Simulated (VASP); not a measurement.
Consider the following.

```xyz
4
Lattice="-1.7622 1.7622 6.0036 1.7622 -1.7622 6.0036 1.7622 1.7622 -6.0036" Properties=species:S:1:pos:R:3 pbc="T T T"
Nb     0.0000     0.0000     9.0021
Nb     1.7622     0.0000     6.0003
As     0.0000     0.0000     2.0086
As     0.0000     1.7622     5.0104
```

Method: PBE GGA, VASP's PBE PAW potentials (set 64) (plane waves; VASP). Numerical set-up: 300 eV cut-off, 9×9×9 Γ-centred mesh, Gaussian smearing of 0.10 eV, potentials Nb_sv As.

At this cut-off the stress carries a Pulay error, which pulls relaxed volumes low.

Q: Give the stress tensor in GPa (positive for a compressed cell).

A: 
```
-7.88   0.00   0.00
 0.00  -7.88   0.00
 0.00   0.00  -7.49
```
The pressure is its mean diagonal, -7.75 GPa.

The structure comes from a computed database's NbAs entry; how it stands against other phases isn't given here. The cell was not relaxed at this level.
